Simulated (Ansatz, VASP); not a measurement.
## Ge (Ge(110)) in two plane-wave programs

One calculation is typed for both programs; each brings its own data sets and cutoff. How far apart do they land?

Calculated with Ansatz 0.2.0; plane waves, with VASP 6.6.1 beside it; band structure at PBE.

### 1. The structure

The cell holds 18 atoms: 18 Ge. Cell: a = 4.134 Å, b = 5.847 Å, c = 32.270 Å, α = 90.0°, β = 90.0°, γ = 90.0°. It derives from Ge. As first built, before any earlier steps moved the atoms (in the runner's words): 9 layers, strained by +1 % in the plane. Vacuum lies along c.

### 2. VASP: band structure, PBE

With cell and atoms fixed, the geometry can't cause a difference; cores, projectors, grids and the points listed under the comparison can.

Lines of VASP's logs that name or quote its potential files are left out, and so is its time.

Input file INCAR:

```
SYSTEM = Ge
PREC = Normal
ENCUT = 320
EDIFF = 1E-06
NELM = 120
ISMEAR = 0
SIGMA = 0.03
LREAL = Auto
ALGO = Fast
GGA = PE
NBANDS = 54
LORBIT = 11
LWAVE = .FALSE.
LCHARG = .TRUE.
KPAR = 2
IDIPOL = 3
LDIPOL = .TRUE.
DIPOL = 0.5 0.5 0.5
LVHAR = .TRUE.
LVACPOTAV = .TRUE.
NEDOS = 1500
```

Input file POSCAR:

```
Ge
1.0
    4.1343608022      0.0000000000      0.0000000000
    0.0000000000      5.8468691182      0.0000000000
    0.0000000000      0.0000000000     32.2700078924
Ge
18
Direct
    0.7500000000      0.3832041304      0.7518328783
    0.2500000000      0.6167958696      0.7518328783
    0.2500000000      0.8747161448      0.6898259971
    0.7500000000      0.1252838552      0.6898259971
    0.7500000000      0.3758144267      0.6261682695
    0.2500000000      0.6241855733      0.6261682695
    0.2500000000      0.8757020557      0.5628595957
    0.7500000000      0.1242979443      0.5628595957
    0.7500000000      0.3763669023      0.5000000000
    0.2500000000      0.6236330977      0.5000000000
    0.2500000000      0.8757020557      0.4371404043
    0.7500000000      0.1242979443      0.4371404043
    0.7500000000      0.3758144267      0.3738317305
    0.2500000000      0.6241855733      0.3738317305
    0.2500000000      0.8747161448      0.3101740029
    0.7500000000      0.1252838552      0.3101740029
    0.7500000000      0.3832041304      0.2481671217
    0.2500000000      0.6167958696      0.2481671217
```

Input file KPOINTS:

```
Automatic mesh
0
Gamma
6 4 1
0 0 0
```

Input file KPOINTS_OPT:

```
Line mode
14
Line-mode
Reciprocal
  0.00000000   0.00000000   0.00000000 GAMMA
  0.50000000   0.00000000   0.00000000 X

  0.50000000   0.00000000   0.00000000 X
  0.50000000   0.50000000   0.00000000 S

  0.50000000   0.50000000   0.00000000 S
  0.00000000   0.50000000   0.00000000 Y

  0.00000000   0.50000000   0.00000000 Y
  0.00000000   0.00000000   0.00000000 GAMMA

  0.00000000   0.00000000   0.00000000 GAMMA
  0.50000000   0.50000000   0.00000000 S
```

Potentials, in the order of the species: Ge (PBE family, release 64).

Launch:

```bash
> mpirun -np 4 vasp_std
```

Numbers of over 12 decimals in the logs are rounded to 6 here.

What it wrote:

```text
[banner, memory and clock lines left out]
running    4 mpi-ranks, on    1 nodes
 distrk:  each k-point on    2 cores,    2 groups
 distr:  one band on    1 cores,    2 groups

 POSCAR found type information on POSCAR Ge
 POSCAR found :  1 types and      18 ions
 LDA part: xc-table for (Slater+PW92), standard interpolation
 POSCAR, INCAR and KPOINTS ok, starting setup
 FFT: planning ... GRIDC
 FFT: planning ... GRID_SOFT
 FFT: planning ... GRID
 WAVECAR not read
 entering main loop
       N       E                     dE             d eps       ncg     rms          rms(c)
DAV:   1     0.276195280964E+03    0.27620E+03   -0.18173E+04  1304   0.681E+02
DAV:   2    -0.452643181811E+02   -0.32146E+03   -0.30927E+03  1696   0.144E+02
DAV:   3    -0.767214257436E+02   -0.31457E+02   -0.30829E+02  1584   0.472E+01
DAV:   4    -0.777897517012E+02   -0.10683E+01   -0.10618E+01  1760   0.924E+00
DAV:   5    -0.778148318888E+02   -0.25080E-01   -0.25063E-01  1740   0.131E+00    0.781E+00
RMM:   6    -0.773806324915E+02    0.43420E+00   -0.26989E-01  1444   0.130E+00    0.472E+00
RMM:   7    -0.774454450288E+02   -0.64813E-01   -0.67633E-01  1657   0.198E+00    0.139E+00
RMM:   8    -0.771400388052E+02    0.30541E+00   -0.15607E-01  1567   0.949E-01    0.333E-01
RMM:   9    -0.771468756008E+02   -0.68368E-02   -0.29878E-02  1616   0.478E-01    0.124E-01
RMM:  10    -0.771468201174E+02    0.55483E-04   -0.57605E-03  1726   0.202E-01    0.627E-02
RMM:  11    -0.771471869074E+02   -0.36679E-03   -0.97512E-04  1568   0.927E-02    0.272E-02
RMM:  12    -0.771473554802E+02   -0.16857E-03   -0.53618E-04  1615   0.575E-02    0.164E-02
RMM:  13    -0.771476185221E+02   -0.26304E-03   -0.22032E-04  1581   0.329E-02    0.907E-03
RMM:  14    -0.771477596210E+02   -0.14110E-03   -0.78583E-05  1605   0.190E-02    0.470E-03
RMM:  15    -0.771478318573E+02   -0.72236E-04   -0.42150E-05  1569   0.126E-02    0.256E-03
RMM:  16    -0.771478593460E+02   -0.27489E-04   -0.69162E-06  1377   0.576E-03    0.157E-03
RMM:  17    -0.771478955293E+02   -0.36183E-04   -0.40241E-06  1177   0.334E-03    0.897E-04
RMM:  18    -0.771479190977E+02   -0.23568E-04   -0.12972E-06  1099   0.197E-03    0.545E-04
RMM:  19    -0.771479395544E+02   -0.20457E-04   -0.97564E-07   962   0.153E-03    0.368E-04
RMM:  20    -0.771479472577E+02   -0.77032E-05   -0.56540E-07   690   0.101E-03    0.145E-04
RMM:  21    -0.771479484540E+02   -0.11964E-05   -0.84128E-08   505   0.768E-04    0.750E-05
RMM:  22    -0.771479488606E+02   -0.40661E-06   -0.44686E-08   458   0.715E-04
|                                                                             |
|           W    W    AA    RRRRR   N    N  II  N    N   GGGG   !!!           |
|           W    W   A  A   R    R  NN   N  II  NN   N  G    G  !!!           |
|           W    W  A    A  R    R  N N  N  II  N N  N  G       !!!           |
|           W WW W  AAAAAA  RRRRR   N  N N  II  N  N N  G  GGG   !            |
|           WW  WW  A    A  R   R   N   NN  II  N   NN  G    G                |
|           W    W  A    A  R    R  N    N  II  N    N   GGGG   !!!           |
|                                                                             |
|     Did not find any points to average over, which means that no vacuum     |
|     field-free region was found. Please increase the size of  your cell     |
|     in the dimension of the dipole correction to obtain accurate            |
|     workfunction values.                                                    |
|                                                                             |

   1 F= -.77147949E+02 E0= -.77145135E+02  d E =-.562871E-02
 Start KPOINTS_OPT (optional k-point list driver)
k-point batch [1-12\70]
       N       E                     dE             ncg
DAV:   1    -0.473305339184E+03   -0.71319E+04     1296
DAV:   2    -0.431266400371E+04   -0.38394E+04     1706
DAV:   3    -0.470458129708E+04   -0.39192E+03     1568
DAV:   4    -0.471764417978E+04   -0.13063E+02     1792
DAV:   5    -0.471789766594E+04   -0.25349E+00     1704
DAV:   6    -0.471790510998E+04   -0.74440E-02     1776
DAV:   7    -0.471790534297E+04   -0.23299E-03     1720
DAV:   8    -0.471790535512E+04   -0.12152E-04     1648
DAV:   9    -0.471790535569E+04   -0.56987E-06     1192
[...]
k-point batch [61-70\70]
       N       E                     dE             ncg
DAV:   1    -0.337641485126E+03   -0.12316E+05     1080
DAV:   2    -0.346395322525E+04   -0.31263E+04     1444
DAV:   3    -0.376038337889E+04   -0.29643E+03     1312
DAV:   4    -0.376904173977E+04   -0.86584E+01     1464
DAV:   5    -0.376923765249E+04   -0.19591E+00     1434
DAV:   6    -0.376924510830E+04   -0.74558E-02     1480
DAV:   7    -0.376924541449E+04   -0.30620E-03     1466
DAV:   8    -0.376924542677E+04   -0.12282E-04     1352
DAV:   9    -0.376924542735E+04   -0.57790E-06     1034
```

OUTCAR, selected parts (step 2):

```text
ion  position               nearest neighbor table
   1  0.750  0.383  0.752-   2 2.48   2 2.48   4 2.51
   2  0.250  0.617  0.752-   1 2.48   1 2.48   3 2.51
   3  0.250  0.875  0.690-   2 2.51   6 2.52   4 2.53   4 2.53
   4  0.750  0.125  0.690-   1 2.51   5 2.52   3 2.53   3 2.53
   5  0.750  0.376  0.626-   8 2.52   4 2.52   6 2.53   6 2.53
   6  0.250  0.624  0.626-   7 2.52   3 2.52   5 2.53   5 2.53
   7  0.250  0.876  0.563-  10 2.51   6 2.52   8 2.53   8 2.53
   8  0.750  0.124  0.563-   9 2.51   5 2.52   7 2.53   7 2.53
   9  0.750  0.376  0.500-   8 2.51  12 2.51  10 2.52  10 2.52
  10  0.250  0.624  0.500-   7 2.51  11 2.51   9 2.52   9 2.52
  11  0.250  0.876  0.437-  10 2.51  14 2.52  12 2.53  12 2.53
  12  0.750  0.124  0.437-   9 2.51  13 2.52  11 2.53  11 2.53
  13  0.750  0.376  0.374-  12 2.52  16 2.52  14 2.53  14 2.53
  14  0.250  0.624  0.374-  11 2.52  15 2.52  13 2.53  13 2.53
  15  0.250  0.875  0.310-  18 2.51  14 2.52  16 2.53  16 2.53
  16  0.750  0.125  0.310-  17 2.51  13 2.52  15 2.53  15 2.53
  17  0.750  0.383  0.248-  18 2.48  18 2.48  16 2.51
  18  0.250  0.617  0.248-  17 2.48  17 2.48  15 2.51

  LATTYP: Found a simple orthorhombic cell.
 ALAT       =     4.1343608022
 B/A-ratio  =     1.4142135624
 C/A-ratio  =     7.8053197184

 Subroutine GETGRP returns: Found  8 space group operations
 (whereof  4 operations were pure point group operations)

The static configuration has the point symmetry C_2h.
 The point group associated with its full space group is D_2h.

 Found     12 irreducible k-points:

   k-points           NKPTS =     12   k-points in BZ     NKDIM =     12   number of bands    NBANDS=     54

   dimension x,y,z NGX =    18 NGY =   28 NGZ =  144
   dimension x,y,z NGXF=    36 NGYF=   56 NGZF=  288

   ENCUT  =  320.0 eV  23.52 Ry    4.85 a.u.   6.03  8.53 47.07*2*pi/ulx,y,z

   NELECT =      72.0000    total number of electrons

 k-points in reciprocal lattice and weights: Automatic mesh
   0.00000000  0.00000000  0.00000000       0.042
   0.16666667  0.00000000  0.00000000       0.083
   0.33333333  0.00000000  0.00000000       0.083
   0.50000000  0.00000000  0.00000000       0.042
   0.00000000  0.25000000  0.00000000       0.083
   0.16666667  0.25000000  0.00000000       0.167
   0.33333333  0.25000000  0.00000000       0.167
   0.50000000  0.25000000  0.00000000       0.083
   0.00000000  0.50000000  0.00000000       0.042
   0.16666667  0.50000000  0.00000000       0.083
   0.33333333  0.50000000  0.00000000       0.083
   0.50000000  0.50000000  0.00000000       0.042

 dipolmoment           0.000000      0.000000      0.000000 electrons x Angstroem

 average (electrostatic) potential at core
       1 -36.7773       2 -36.7773       3 -36.9882       4 -36.9882       5 -37.0183
       6 -37.0183       7 -37.0042       8 -37.0042       9 -37.0265      10 -37.0265
      11 -37.0042      12 -37.0042      13 -37.0183      14 -37.0183      15 -36.9882
      16 -36.9882      17 -36.7773      18 -36.7773

 E-fermi :  -0.3965

 k-point     1 :       0.0000    0.0000    0.0000
  band No.  band energies     occupation
    ...
     30      -1.4706      2.00000
     31      -1.1424      2.00000
     32      -1.1176      2.00000
     33      -0.7477      2.00000
     34      -0.4718      1.99961
     35      -0.3470      0.01964
     36      -0.1802      0.00000
     37      -0.0338      0.00000
     38       0.3023      0.00000
     39       0.5538      0.00000
    ...

 k-point     2 :       0.1667    0.0000    0.0000
  band No.  band energies     occupation
    ...
     32      -1.6986      2.00000
     33      -1.3892      2.00000
     34      -1.2303      2.00000
     35      -0.5243      2.00000
     36      -0.4733      1.99970
     37      -0.1037      0.00000
     38       0.4747      0.00000
     39       1.4006      0.00000
     40       1.4986      0.00000
     41       1.5121      0.00000
    ...

 k-point     3 :       0.3333    0.0000    0.0000
  band No.  band energies     occupation
    ...
     32      -2.4082      2.00000
     33      -2.2160      2.00000
     34      -1.5611      2.00000
     35      -0.8412      2.00000
     36      -0.7652      2.00000
     37      -0.1383      0.00000
     38       0.1443      0.00000
     39       0.6873      0.00000
     40       0.8236      0.00000
     41       1.3749      0.00000
    ...

  Total       -2.6227735     -2.7022064      0.7950261      0.0000000      0.0000000      0.0000000
  in kB       -5.3869203     -5.5500678      1.6329059      0.0000000      0.0000000      0.0000000
  external PRESSURE =      -3.1013607 kB  Pullay stress =       0.0000000 kB

  energy-cutoff  :      320.00
  volume of cell :      780.07
      direct lattice vectors                 reciprocal lattice vectors
     4.134360802  0.000000000  0.000000000     0.241875358  0.000000000  0.000000000
     0.000000000  5.846869118  0.000000000     0.000000000  0.171031706  0.000000000
     0.000000000  0.000000000 32.270007892     0.000000000  0.000000000  0.030988527

 POSITION                                       TOTAL-FORCE (eV/Angst)
 -----------------------------------------------------------------------------------
      3.10077      2.24054     24.26165        -0.000000      0.008576      0.005926
      1.03359      3.60632     24.26165        -0.000000     -0.008576      0.005926
      1.03359      5.11435     22.26069        -0.000000      0.022358      0.010264
      3.10077      0.73252     22.26069        -0.000000     -0.022358      0.010264
      3.10077      2.19734     20.20645        -0.000000      0.006334      0.025794
      1.03359      3.64953     20.20645         0.000000     -0.006334      0.025794
      1.03359      5.12012     18.16348         0.000000      0.008027      0.007106
      3.10077      0.72675     18.16348        -0.000000     -0.008027      0.007106
      3.10077      2.20057     16.13500        -0.000000      0.016359     -0.000000
      1.03359      3.64630     16.13500        -0.000000     -0.016359     -0.000000
      1.03359      5.12012     14.10652        -0.000000      0.008027     -0.007106
      3.10077      0.72675     14.10652        -0.000000     -0.008027     -0.007106
      3.10077      2.19734     12.06355         0.000000      0.006334     -0.025794
      1.03359      3.64953     12.06355         0.000000     -0.006334     -0.025794
      1.03359      5.11435     10.00932        -0.000000      0.022358     -0.010264
      3.10077      0.73252     10.00932        -0.000000     -0.022358     -0.010264
      3.10077      2.24054      8.00835        -0.000000      0.008576     -0.005926
      1.03359      3.60632      8.00835        -0.000000     -0.008576     -0.005926
 -----------------------------------------------------------------------------------
    total drift:                               -0.000000      0.000000     -0.000000

  FREE ENERGIE OF THE ION-ELECTRON SYSTEM (eV)
  ---------------------------------------------------
  free  energy   TOTEN  =       -77.1479488606 eV

  energy  without entropy=      -77.1423201518  energy(sigma->0) =      -77.14513451

 vacuum level on the upper side and lower side of the slab         4.306         4.306

 total charge
# of ion       s       p       d       tot
------------------------------------------
    1        1.194   1.076   0.040   2.310
    2        1.194   1.076   0.040   2.310
    3        1.165   1.134   0.052   2.350
    4        1.165   1.134   0.052   2.350
    5        1.156   1.154   0.050   2.360
    6        1.156   1.154   0.050   2.360
    7        1.148   1.171   0.050   2.369
    8        1.148   1.171   0.050   2.369
    9        1.145   1.175   0.052   2.371
   10        1.145   1.175   0.052   2.371
   11        1.148   1.171   0.050   2.369
   12        1.148   1.171   0.050   2.369
   13        1.156   1.154   0.050   2.360
   14        1.156   1.154   0.050   2.360
   15        1.165   1.134   0.052   2.350
   16        1.165   1.134   0.052   2.350
   17        1.194   1.076   0.040   2.310
   18        1.194   1.076   0.040   2.310
--------------------------------------------------
tot         20.938  20.487   0.875  42.300

[... 3 further parts left out ...]
```

[end of part 1 of 2]

[Lines on the potential files, build, host, timing and source positions are cut from VASP's logs without a mark.]

[Logs are printed without paths, hosts, clocks, repeated set-up lines and the standing remarks that a program may print on its own settings, such as how far it seeks lower states.]

[Hosts, paths, dates, database ids (printed as entryN), source tags and the programs' standing remarks are cut or masked in the printed files.]
